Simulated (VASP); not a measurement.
Data:

```xyz
2
Lattice="0.0000 2.8660 2.8660 2.8660 0.0000 2.8660 2.8660 2.8660 0.0000" Properties=species:S:1:pos:R:3 pbc="T T T"
Al     0.0000     0.0000     0.0000
As     1.4330     1.4330     1.4330
```

Method: PBE GGA, VASP's PBE PAW potentials (set 64) (plane waves; VASP). Settings: 400 eV cut-off, 14×14×14 Γ-centred mesh, Gaussian smearing of 0.010 eV, potentials Al As.

Question: Give the direction-averaged independent-particle dielectric function (no local fields, no excitons; a broadening of 0.1 eV leaves a tail below the gap, and fine structure carries the noise of the k-mesh).

Answer: 
```tsv
ħω (eV)	ε₁	ε₂
0.00	10.10	0.00
0.30	10.15	0.04
0.60	10.31	0.07
1.00	10.72	0.14
1.30	11.24	0.22
1.60	12.07	0.45
2.00	13.29	0.73
2.30	14.54	2.46
2.60	17.43	3.33
3.00	17.54	7.78
3.30	15.03	10.56
3.60	17.55	12.50
4.00	12.12	25.49
4.30	2.70	20.78
4.60	-9.85	22.42
5.00	-3.38	10.24
5.30	-3.01	11.75
5.60	-4.97	9.26
6.00	-6.98	9.79
6.30	-5.38	5.45
6.60	-4.54	4.65
7.00	-4.46	4.13
7.30	-3.36	3.49
7.70	-3.74	3.01
```
ε₂ peaks at 4.1 eV (height 28.3), 4.5 eV (height 27.0); ε₁(0) averages 10.10, so the electronic refractive index below the gap tends to √10.10 = 3.18.

The compound is AlAs in the zinc blende structure. It was relaxed first.
